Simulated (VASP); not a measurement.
# Lattice vibrations of Zn2Re

Aim: the phonon dispersion and thermal properties of Zn2Re. The cell is invented: other elements were put on sites of a known structure type. It may not be a known or stable phase.

Method: LDA; plane waves and PAW (Zn, Re); invented cell, in VASP 6.6.1.

## (1) The structure

It takes space group Fm-3m (No. 225, cubic). Conventional cell: a = 5.536 Å, b = 5.536 Å, c = 5.536 Å, α = 90.00°, β = 90.00°, γ = 90.00°. Zn has 4 Re at 2.40 Å nearest. Re has 8 Zn at 2.40 Å nearest. Farther neighbours are not listed.

Structure file:

```
Zn Re
1.0
     0.00000    2.76780    2.76780
     2.76780    0.00000    2.76780
     2.76780    2.76780    0.00000
Zn Re
2 1
Direct
  0.25000 0.25000 0.25000
  0.75000 0.75000 0.75000
  0.00000 0.00000 0.00000
```

## (2) Relax the host

First cell and atoms are relaxed at a raised cutoff, so that later runs start from this functional's own cell.

INCAR reads:

```
SYSTEM = Zn2Re
PREC = Accurate
ENCUT = 360
EDIFF = 1E-06
NELM = 120
ISMEAR = 0
SIGMA = 0.05
LREAL = .FALSE.
ALGO = Normal
GGA = CA
NBANDS = 21
LORBIT = 11
LWAVE = .FALSE.
LCHARG = .FALSE.
KPAR = 4
IBRION = 2
NSW = 40
ISIF = 3
EDIFFG = -0.02
POTIM = 0.4
```

POSCAR reads:

```
Zn2Re
1.0
    0.0000000000      2.7677996300      2.7677996300
    2.7677996300      0.0000000000      2.7677996300
    2.7677996300      2.7677996300      0.0000000000
Zn Re
2 1
Direct
    0.2500000000      0.2500000000      0.2500000000
    0.7500000000      0.7500000000      0.7500000000
    0.0000000000      0.0000000000      0.0000000000
```

KPOINTS reads:

```
Automatic mesh
0
Gamma
6 6 6
0 0 0
```

The projector-augmented-wave data sets are Zn and Re (LDA family, release 64).

Started as:

```sh
mpirun -np 4 vasp_std
```

Log:

```text
[banner, memory and clock lines left out]
running    4 mpi-ranks, on    1 nodes
 distrk:  each k-point on    1 cores,    4 groups
 distr:  one band on    1 cores,    1 groups

 POSCAR found type information on POSCAR ZnRe
 POSCAR found :  2 types and       3 ions
 LDA part: xc-table for (Slater(with rela. corr.)+CA(PZ))
 , standard interpolation
 POSCAR, INCAR and KPOINTS ok, starting setup
 FFT: planning ... GRIDC
 FFT: planning ... GRID_SOFT
 FFT: planning ... GRID
 WAVECAR not read
 entering main loop
       N       E                     dE             d eps       ncg     rms          rms(c)
DAV:   1     0.162340239778E+03    0.16234E+03   -0.12164E+04   754   0.167E+03
DAV:   2    -0.495953819927E+01   -0.16730E+03   -0.15839E+03   994   0.401E+02
DAV:   3    -0.141848784458E+02   -0.92253E+01   -0.89260E+01   867   0.944E+01
DAV:   4    -0.144259814093E+02   -0.24110E+00   -0.23648E+00   881   0.135E+01
DAV:   5    -0.144302957617E+02   -0.43144E-02   -0.43124E-02   916   0.191E+00    0.279E+01
DAV:   6    -0.137963035076E+02    0.63399E+00   -0.23669E+00   787   0.397E+01    0.150E+01
DAV:   7    -0.137261139919E+02    0.70190E-01   -0.53449E-01  1198   0.159E+01    0.320E+00
DAV:   8    -0.136819830381E+02    0.44131E-01   -0.14163E-01  1165   0.952E+00    0.209E+00
DAV:   9    -0.136805484394E+02    0.14346E-02   -0.14393E-02   722   0.147E+00    0.205E-01
DAV:  10    -0.136806850489E+02   -0.13661E-03   -0.11686E-03  1053   0.552E-01    0.203E-01
DAV:  11    -0.136805894782E+02    0.95571E-04   -0.18145E-04  1077   0.192E-01    0.584E-02
DAV:  12    -0.136805870373E+02    0.24409E-05   -0.40471E-05  1034   0.842E-02    0.176E-02
DAV:  13    -0.136805861949E+02    0.84247E-06   -0.27260E-06   553   0.322E-02
   1 F= -.13680586E+02 E0= -.13677866E+02  d E =-.136806E+02
 curvature:   0.00 expect dE= 0.000E+00 dE for cont linesearch  0.000E+00
 trial: gam= 0.00000 g(F)=  0.571E-49 g(S)=  0.230E+01 ort = 0.000E+00 (trialstep = 0.100E+01)
 search vector abs. value=  0.230E+01
 bond charge predicted
       N       E                     dE             d eps       ncg     rms          rms(c)
DAV:   1    -0.387283330234E+02   -0.25048E+02   -0.40704E+02   825   0.450E+02    0.421E+01
DAV:   2    -0.179385183011E+02    0.20790E+02   -0.58302E+01   805   0.106E+02    0.182E+01
DAV:   3    -0.147798729535E+02    0.31586E+01   -0.47919E+00   886   0.340E+01    0.954E+00
DAV:   4    -0.140169427898E+02    0.76293E+00   -0.13703E+00   821   0.151E+01    0.257E+00
DAV:   5    -0.139093038504E+02    0.10764E+00   -0.11015E-01   986   0.648E+00    0.139E+00
DAV:   6    -0.138737351154E+02    0.35569E-01   -0.53078E-02   904   0.479E+00    0.650E-01
DAV:   7    -0.138734937026E+02    0.24141E-03   -0.19891E-02   752   0.226E+00    0.192E-01
DAV:   8    -0.138735990466E+02   -0.10534E-03   -0.15799E-03   736   0.544E-01    0.566E-02
DAV:   9    -0.138735951074E+02    0.39391E-05   -0.26619E-04   789   0.251E-01    0.118E-02
DAV:  10    -0.138735968639E+02   -0.17565E-05   -0.24280E-05   952   0.470E-02    0.124E-02
DAV:  11    -0.138735964188E+02    0.44511E-06   -0.25781E-06   523   0.341E-02
   2 F= -.13873596E+02 E0= -.13864410E+02  d E =-.193010E+00
[...]
3 F= -.14213579E+02 E0= -.14206631E+02  d E =-.532993E+00
 curvature:  -0.29 expect dE=-0.245E-03 dE for cont linesearch -0.245E-03
 ZBRENT: interpolating
 opt :   0.5081  next Energy=   -14.213796 (dE=-0.533E+00)
 bond charge predicted
       N       E                     dE             d eps       ncg     rms          rms(c)
DAV:   1    -0.142169343252E+02   -0.33544E-02   -0.40213E-02   833   0.393E+00    0.545E-01
DAV:   2    -0.142141642815E+02    0.27700E-02   -0.14927E-02   740   0.276E+00    0.202E-01
DAV:   3    -0.142137890057E+02    0.37528E-03   -0.10272E-03  1132   0.698E-01    0.108E-01
DAV:   4    -0.142136932486E+02    0.95757E-04   -0.67862E-05  1180   0.186E-01    0.623E-02
DAV:   5    -0.142136448213E+02    0.48427E-04   -0.28316E-05  1207   0.842E-02    0.870E-03
DAV:   6    -0.142136454739E+02   -0.65256E-06   -0.61832E-06   628   0.208E-02
   4 F= -.14213645E+02 E0= -.14206789E+02  d E =-.533059E+00
 curvature:  -0.25 expect dE=-0.142E-05 dE for cont linesearch -0.142E-05
 trial: gam=-0.00156 g(F)=  0.166E-47 g(S)=  0.558E-05 ort = 0.358E-02 (trialstep = 0.902E+00)
 search vector abs. value=  0.114E-09
 reached required accuracy - stopping structural energy minimisation
```

Wall time 8 s (4 MPI ranks of Intel Xeon Platinum 8488C (Sapphire Rapids), shared host); peak memory 0.51 GiB.

The logs omit lines about the potential files and the build; timing stands in the text.

From OUTCAR (step 2):

```text
ion  position               nearest neighbor table
   1  0.250  0.250  0.250-   3 2.40   3 2.40   3 2.40   3 2.40   2 2.77   2 2.77   2 2.77   2 2.77
                             2 2.77   2 2.77
   2  0.750  0.750  0.750-   3 2.40   3 2.40   3 2.40   3 2.40   1 2.77   1 2.77   1 2.77   1 2.77
                             1 2.77   1 2.77
   3  0.000  0.000  0.000-   1 2.40   2 2.40   2 2.40   2 2.40   2 2.40   1 2.40   1 2.40   1 2.40

  LATTYP: Found a face centered cubic cell.
 ALAT       =     5.5355992600

 Subroutine GETGRP returns: Found 48 space group operations
 (whereof 48 operations were pure point group operations)

The static configuration has the point symmetry O_h .

 Found     16 irreducible k-points:

   k-points           NKPTS =     16   k-points in BZ     NKDIM =     16   number of bands    NBANDS=     21

   dimension x,y,z NGX =    24 NGY =   24 NGZ =   24
   dimension x,y,z NGXF=    48 NGYF=   48 NGZF=   48

   ENCUT  =  360.0 eV  26.46 Ry    5.14 a.u.   6.06  6.06  6.06*2*pi/ulx,y,z

   NELECT =      31.0000    total number of electrons

 k-points in reciprocal lattice and weights: Automatic mesh
   0.00000000  0.00000000  0.00000000       0.005
   0.16666667  0.00000000  0.00000000       0.037
   0.33333333  0.00000000  0.00000000       0.037
   0.50000000  0.00000000  0.00000000       0.019
   0.16666667  0.16666667  0.00000000       0.028
   0.33333333  0.16666667  0.00000000       0.111
   0.50000000  0.16666667  0.00000000       0.111
  -0.33333333  0.16666667  0.00000000       0.111
  -0.16666667  0.16666667  0.00000000       0.056
[...]
-0.33333333  0.33333333  0.16666667       0.111
  -0.33333333  0.50000000  0.16666667       0.056

 average (electrostatic) potential at core
       1 -37.1507       2 -37.1507       3 -43.8032

 E-fermi :   3.1241

 k-point     1 :       0.0000    0.0000    0.0000
  band No.  band energies     occupation
    ...
     12       0.6247      2.00000
     13       0.6247      2.00000
     14       0.6247      2.00000
     15       3.0940      1.60571
     16       3.0940      1.60571
     17       7.3810      0.00000
     18      11.4176      0.00000
     19      11.4176      0.00000
     20      11.4176      0.00000
     21      11.8922      0.00000

 k-point     2 :       0.1667    0.0000    0.0000
  band No.  band energies     occupation
    ...
     12       0.0860      2.00000
     13       0.8712      2.00000
     14       0.8712      2.00000
     15       2.9494      2.00000
     16       2.9494      2.00000
     17       7.6308      0.00000
     18       8.5729      0.00000
     19      10.1726      0.00000
     20      10.1726      0.00000
     21      11.0853      0.00000

 k-point     3 :       0.3333    0.0000    0.0000
  band No.  band energies     occupation
    ...
     12      -0.8780      2.00000
     13       1.2575      2.00000
     14       1.2575      2.00000
     15       2.9534      2.00000
     16       2.9534      2.00000
     17       4.5243      0.00000
     18       8.2445      0.00000
     19       8.2445      0.00000
     20       8.9049      0.00000
     21      11.6295      0.00000

  Total        0.0120258      0.0120258      0.0120258     -0.0000000      0.0000000      0.0000000
  in kB        0.3920225      0.3920225      0.3920225     -0.0000000      0.0000000      0.0000000
  external PRESSURE =       0.3920225 kB  Pullay stress =       0.0000000 kB

  energy-cutoff  :      360.00
  volume of cell :       49.15
      direct lattice vectors                 reciprocal lattice vectors
     0.000000000  2.907330216  2.907330216    -0.171979088  0.171979088  0.171979088
     2.907330216 -0.000000000  2.907330216     0.171979088 -0.171979088  0.171979088
     2.907330216  2.907330216  0.000000000     0.171979088  0.171979088 -0.171979088

 POSITION                                       TOTAL-FORCE (eV/Angst)
 -----------------------------------------------------------------------------------
      1.45367      1.45367      1.45367        -0.000000     -0.000000     -0.000000
      4.36100      4.36100      4.36100         0.000000      0.000000      0.000000
      0.00000      0.00000      0.00000         0.000000      0.000000      0.000000
 -----------------------------------------------------------------------------------
    total drift:                                0.000000      0.000000      0.000000

  FREE ENERGIE OF THE ION-ELECTRON SYSTEM (eV)
  ---------------------------------------------------
  free  energy   TOTEN  =       -14.2136454739 eV

  energy  without entropy=      -14.1999316117  energy(sigma->0) =      -14.20678854

 reached required accuracy - stopping structural energy minimisation

 total charge
# of ion       s       p       d       tot
------------------------------------------
    1        0.693   0.551   9.722  10.966
    2        0.693   0.551   9.722  10.966
    3        0.563   0.367   5.040   5.970
--------------------------------------------------
tot          1.950   1.468  24.484  27.902

[... 3 further parts left out ...]
```

This run has no spin polarisation. Its electron count is odd, so without a moment it is a metal by construction. The k-mesh is coarse for a metal. After so large a change of volume the plane waves of the start cell no longer fit, so the final stress carries a basis-set error. The data set Re keeps the semicore shell frozen, which is cheaper and a little less accurate. The run keeps the 48 symmetry operations of its start, so it cannot find a distortion of lower symmetry.

Step by step:

| step | energy less that of the first step (eV) | largest force (eV/Å) | pressure (GPa) | volume (Å³) |
| --- | --- | --- | --- | --- |
| 1 | 0.0000 | 0.0000 | 29.14 | 42.41 |
| 2 | -0.1930 | 0.0000 | -13.47 | 56.32 |
| 3 | -0.5330 | 0.0000 | -0.48 | 49.29 |
| 4 | -0.5331 | 0.0000 | 0.04 | 49.15 |

| conventional cell, symmetrised | before | after | change |
| --- | --- | --- | --- |
| a (Å) | 5.536 | 5.815 | +5.0 % |
| b (Å) | 5.536 | 5.815 | +5.0 % |
| c (Å) | 5.536 | 5.815 | +5.0 % |
| volume (Å³/atom) | 14.14 | 16.38 | +15.9 % |

The relaxed structure:

```cif
data_structure
_symmetry_space_group_name_H-M 'P 1'
_symmetry_Int_Tables_number 1
_cell_length_a 4.1116
_cell_length_b 4.1116
_cell_length_c 4.1116
_cell_angle_alpha 60.000
_cell_angle_beta 60.000
_cell_angle_gamma 60.000
_cell_volume 49.15
loop_
_atom_site_label
_atom_site_type_symbol
_atom_site_fract_x
_atom_site_fract_y
_atom_site_fract_z
_atom_site_occupancy
Zn1 Zn 0.25000 0.25000 0.25000 1
Zn2 Zn 0.75000 0.75000 0.75000 1
Re3 Re 0.00000 0.00000 0.00000 1
```

Numbers from this step:

| Item | Value |
| --- | --- |
| electronic cycles | 40 |
| electrons | 31 |
| free energy (TOTEN) | -14.21 eV |
| energy at zero smearing | -14.21 eV |
| Fermi energy | 3.124 eV |
| pressure | 0.03920 GPa |
| labelled metallic, from the levels on this mesh | yes |

The run ended after 4 ionic steps, 0.533 eV below its first step, once forces and stress met EDIFFG = -0.02.

## (3) Tight relaxation

Force constants are second derivatives, so residual forces and stress must first be far smaller than in an ordinary relaxation. Smearing, mesh and cutoff differ from the relaxation before, which can move the cell too.

INCAR reads:

```
SYSTEM = Zn2Re
PREC = Accurate
ENCUT = 350
EDIFF = 1E-08
NELM = 120
ISMEAR = 1
SIGMA = 0.2
LREAL = .FALSE.
ALGO = Fast
GGA = CA
NBANDS = 21
LORBIT = 11
LWAVE = .FALSE.
LCHARG = .FALSE.
KPAR = 4
IBRION = 1
NSW = 30
ISIF = 3
EDIFFG = -0.002
POTIM = 0.4
```

POSCAR reads:

```
Zn2Re
1.0
    0.0000000000      2.9073302157      2.9073302157
    2.9073302157      0.0000000000      2.9073302157
    2.9073302157      2.9073302157      0.0000000000
Zn Re
2 1
Direct
    0.2500000000      0.2500000000      0.2500000000
    0.7500000000      0.7500000000      0.7500000000
    0.0000000000      0.0000000000      0.0000000000
```

KPOINTS reads:

```
Automatic mesh
0
Gamma
10 10 10
0 0 0
```

Started as:

```sh
mpirun -np 4 vasp_std
```

Log:

```text
[... set-up lines as in an earlier step ...]
 entering main loop
       N       E                     dE             d eps       ncg     rms          rms(c)
DAV:   1     0.158232259744E+03    0.15823E+03   -0.11756E+04  2174   0.156E+03
DAV:   2    -0.490703094094E+01   -0.16314E+03   -0.15430E+03  2960   0.394E+02
DAV:   3    -0.147163699051E+02   -0.98093E+01   -0.95203E+01  2340   0.929E+01
DAV:   4    -0.149831123916E+02   -0.26674E+00   -0.26177E+00  2636   0.142E+01
DAV:   5    -0.149892300775E+02   -0.61177E-02   -0.61101E-02  2591   0.213E+00    0.211E+01
RMM:   6    -0.143604695398E+02    0.62876E+00   -0.20430E+00  2401   0.177E+01    0.794E+00
RMM:   7    -0.143146647801E+02    0.45805E-01   -0.14627E-01  2468   0.590E+00    0.396E+00
RMM:   8    -0.143002627083E+02    0.14402E-01   -0.67662E-02  2281   0.219E+00    0.146E+00
RMM:   9    -0.142984532552E+02    0.18095E-02   -0.14130E-02  2589   0.179E+00    0.293E-01
RMM:  10    -0.142985752341E+02   -0.12198E-03   -0.26673E-03  2403   0.433E-01    0.182E-01
RMM:  11    -0.142985749712E+02    0.26296E-06   -0.32626E-04  2629   0.192E-01    0.100E-01
RMM:  12    -0.142985789705E+02   -0.39993E-05   -0.10997E-04  2407   0.822E-02    0.249E-02
RMM:  13    -0.142985791356E+02   -0.16507E-06   -0.16848E-05  2581   0.414E-02    0.552E-03
RMM:  14    -0.142985793589E+02   -0.22330E-06   -0.47525E-06  2591   0.150E-02    0.128E-03
RMM:  15    -0.142985794190E+02   -0.60173E-07   -0.89668E-07  2292   0.592E-03    0.135E-03
RMM:  16    -0.142985794433E+02   -0.24308E-07   -0.30557E-07  1715   0.332E-03    0.191E-04
RMM:  17    -0.142985794471E+02   -0.38008E-08   -0.58929E-08  1448   0.299E-03
   1 F= -.14298579E+02 E0= -.14288699E+02  d E =-.142986E+02
 BRION: g(F)=  0.230E-51 g(S)=  0.162E-06
 reached required accuracy - stopping structural energy minimisation
```

The job ended after 19 s (4 MPI ranks; peak memory 0.58 GiB; 71 s of CPU time).

OUTCAR, selected parts (step 3):

```text
  LATTYP: Found a face centered cubic cell.
 ALAT       =     5.8146604314

The static configuration has the point symmetry O_h .

 Found     47 irreducible k-points:

   k-points           NKPTS =     47   k-points in BZ     NKDIM =     47   number of bands    NBANDS=     21

   dimension x,y,z NGX =    28 NGY =   28 NGZ =   28
   dimension x,y,z NGXF=    56 NGYF=   56 NGZF=   56

   ENCUT  =  350.0 eV  25.72 Ry    5.07 a.u.   6.27  6.27  6.27*2*pi/ulx,y,z

   NELECT =      31.0000    total number of electrons

 E-fermi :   3.0865

 k-point     1 :       0.0000    0.0000    0.0000
  band No.  band energies     occupation
    ...
     12       0.6151      2.00000
     13       0.6151      2.00000
     14       0.6151      2.00000
     15       3.0680      1.15612
     16       3.0680      1.15612
     17       7.3913      0.00000
     18      11.4122      0.00000
     19      11.4154      0.00000
     20      11.4222      0.00000
     21      11.8939      0.00000

 k-point     2 :       0.1000    0.0000    0.0000
  band No.  band energies     occupation
    ...
     12       0.4007      2.00000
     13       0.7107      2.00000
     14       0.7107      2.00000
     15       3.0059      1.62442
     16       3.0059      1.62442
     17       7.6762      0.00000
     18       9.6448      0.00000
     19      10.9193      0.00000
     20      10.9216      0.00000
     21      11.4197      0.00000

  Total       -0.0020475     -0.0020475     -0.0020475      0.0000000      0.0000000      0.0000000
  in kB       -0.0667448     -0.0667448     -0.0667448      0.0000000      0.0000000      0.0000000
  external PRESSURE =      -0.0667448 kB  Pullay stress =       0.0000000 kB

  energy-cutoff  :      350.00
  volume of cell :       49.15
      direct lattice vectors                 reciprocal lattice vectors
     0.000000000  2.907330216  2.907330216    -0.171979088  0.171979088  0.171979088
     2.907330216  0.000000000  2.907330216     0.171979088 -0.171979088  0.171979088
     2.907330216  2.907330216  0.000000000     0.171979088  0.171979088 -0.171979088

 POSITION                                       TOTAL-FORCE (eV/Angst)
 -----------------------------------------------------------------------------------
      1.45367      1.45367      1.45367        -0.000000     -0.000000     -0.000000
      4.36100      4.36100      4.36100         0.000000      0.000000      0.000000
      0.00000      0.00000      0.00000         0.000000      0.000000     -0.000000
 -----------------------------------------------------------------------------------
    total drift:                                0.000000      0.000000      0.000000

  FREE ENERGIE OF THE ION-ELECTRON SYSTEM (eV)
  ---------------------------------------------------
  free  energy   TOTEN  =       -14.2985794471 eV

  energy  without entropy=      -14.2689378133  energy(sigma->0) =      -14.28869890

 total charge
# of ion       s       p       d       tot
------------------------------------------
    1        0.691   0.555   9.725  10.971
    2        0.691   0.555   9.725  10.971
    3        0.570   0.368   5.021   5.958
--------------------------------------------------
tot          1.952   1.477  24.470  27.899

[... 2 parts as in an earlier step ...]

[... 7 further parts left out ...]
```

Little changed from the start: no atom moved by 0.005 Å and no cell edge by 0.1 %.

This step gave:

```yaml
electronic_cycles: 17
free_energy_toten: -14.30 eV
energy_at_zero_smearing: -14.29 eV
fermi_energy: 3.087 eV
pressure: -0.006674 GPa
```

The start already met the threshold, so nothing moved.

(Part 1 of 3 ends here.)

[Lines on the potential files, build, host, timing and source positions are cut from VASP's logs without a mark.]

[Logs are printed without paths, hosts, clocks, repeated set-up lines and the standing remarks that a program may print on its own settings, such as how far it seeks lower states.]

[Hosts, paths, dates, database ids (printed as entryN), source tags and the programs' standing remarks are cut or masked in the printed files.]

[Runs that stopped without an error message from VASP are left out.]
